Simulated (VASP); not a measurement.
```
CELL_PARAMETERS angstrom
      2.23000    -3.86247     0.00000
      2.23000     3.86247     0.00000
      0.00000     0.00000     5.93000
ATOMIC_POSITIONS crystal
  Te 0.00000 0.26300 0.66667
  Te 0.73700 0.73700 0.00000
  Te 0.26300 0.00000 0.33333
```

The base run (VASP): PBE GGA, plane waves, VASP's PBE PAW potentials (set 64). Run with 400 eV cut-off, 6×6×4 Γ-centred mesh, Gaussian smearing of 0.050 eV, potentials Te.

One setting is varied; ΔE counts from the base run. The base run took about 10 core-seconds. Times come from single runs on busy shared machines, so they are rough: good to a factor of about 2.

```
setting                              cost over the base run  electronic steps  ΔE (meV/atom)
-----------------------------------  ----------------------  ----------------  -------------
AMIX = 0.6, BMIX = 0.0001, IMIX = 4    within a factor of 2                11            0.0
base run                                          reference                12            0.0
AMIX = 1.0, BMIX = 3.0, IMIX = 4       within a factor of 2                12            0.0
AMIX = 1.0, BMIX = 3.0, IMIX = 1       within a factor of 2                17            0.0
AMIX = 0.2, BMIX = 1.0, IMIX = 1              about 2 times                31            0.0
AMIX = 0.1, BMIX = 1.0, IMIX = 1                 (withheld)        (withheld)            0.0
```

Task: What belongs in the gaps?

Result: 
- AMIX = 0.1, BMIX = 1.0, IMIX = 1, cost over the base run: about 4 times
- AMIX = 0.1, BMIX = 1.0, IMIX = 1, electronic steps: 53

Left out are runs that failed, have no time on record or changed the cell.

The compound is Te in the trig structure. The cell was not relaxed at this level.
